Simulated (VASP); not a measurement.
Calculation: TPSS meta-GGA, VASP's PBE PAW potentials (set 64) (plane waves; VASP).

A VASP calculation is set up with these files.

**KPOINTS**
```
Automatic mesh
0
Gamma
10 10 10
0 0 0
```

**POSCAR**
```
AlN
1
    0.0000000000     2.2151109949     2.2151109949
    2.2151109949     0.0000000000     2.2151109949
    2.2151109949     2.2151109949     0.0000000000
Al N
1 1
Direct
  0.0000000000   0.0000000000   0.0000000000
  0.2500000000   0.2500000000   0.2500000000
```

INCAR:
```
SYSTEM = AlN
PREC = Accurate
ENCUT = 520
EDIFF = 1E-7
NELM = 100
ALGO = Normal
LREAL = .FALSE.
LASPH = .TRUE.
ISMEAR = 0
SIGMA = 0.05
METAGGA = TPSS
LMIXTAU = .TRUE.
LWAVE = .FALSE.
LCHARG = .FALSE.
ISIF = 2
```

POTCAR, in this order: Al N (PBE.64 set). Program: vasp_std.

Task: What will the output report for the number of irreducible k-points (NKPTS), largest plane-wave count, number of space-group operations, FFT grid (NGX, NGY, NGZ)?

Result: 
The number of irreducible k-points (NKPTS) is 47, the largest plane-wave count is 600 and the number of space-group operations is 24. The FFT grid (NGX, NGY, NGZ) comes out as 24 × 24 × 24.

The compound is AlN in the zinc blende structure, a metastable form; wurtzite is the usual one. This cell is one point of a volume scan, at 1.03 of the reference volume.
